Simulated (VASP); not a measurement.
OSZICAR of a VASP run on W (bcc):

**OSZICAR**
```
       N       E                     dE             d eps       ncg     rms          rms(c)
DAV:   1     0.806754137323E+02    0.80675E+02   -0.77762E+03  4330   0.144E+03
DAV:   2    -0.938199882306E+01   -0.90057E+02   -0.87216E+02  4632   0.337E+02
DAV:   3    -0.110092997597E+02   -0.16273E+01   -0.16144E+01  4893   0.442E+01
DAV:   4    -0.110182512768E+02   -0.89515E-02   -0.89467E-02  4668   0.356E+00
DAV:   5    -0.110183215235E+02   -0.70247E-04   -0.70235E-04  4819   0.322E-01    0.214E+01
DAV:   6    -0.105184639650E+02    0.49986E+00   -0.57690E-01  4578   0.101E+01    0.857E+00
DAV:   7    -0.103877556728E+02    0.13071E+00   -0.30492E-01  4713   0.684E+00    0.622E-01
DAV:   8    -0.103833744649E+02    0.43812E-02   -0.39517E-03  4422   0.966E-01    0.796E-02
DAV:   9    -0.103833984619E+02   -0.23997E-04   -0.10845E-04  4872   0.131E-01    0.523E-02
DAV:  10    -0.103834022647E+02   -0.38029E-05   -0.17631E-05  4647   0.617E-02    0.913E-03
DAV:  11    -0.103834035228E+02   -0.12581E-05   -0.20544E-07  4166   0.610E-03    0.845E-04
DAV:  12    -0.103834028132E+02    0.70960E-06   -0.11123E-08  2427   0.134E-03    0.963E-05
DAV:  13    -0.103834028022E+02    0.11063E-07   -0.72687E-10  2247   0.401E-04
   1 F= -.10383403E+02 E0= -.10383403E+02  d E =0.000000E+00
```

**Question.** Which electronic solver shows in the log?

**Answer.** It is blocked Davidson (ALGO = Normal, or the opening steps of other solvers). The INCAR had ALGO = Normal.

**Question.** Can the final energy be trusted as converged?

**Answer.** The calculation finished and met its thresholds. It stopped with EDIFF = 1E-7, NELM = 100 (vdW-DF-cx, plane waves, VASP's PBE PAW potentials (set 64)).

The compound is W in the bcc structure. It was relaxed first.
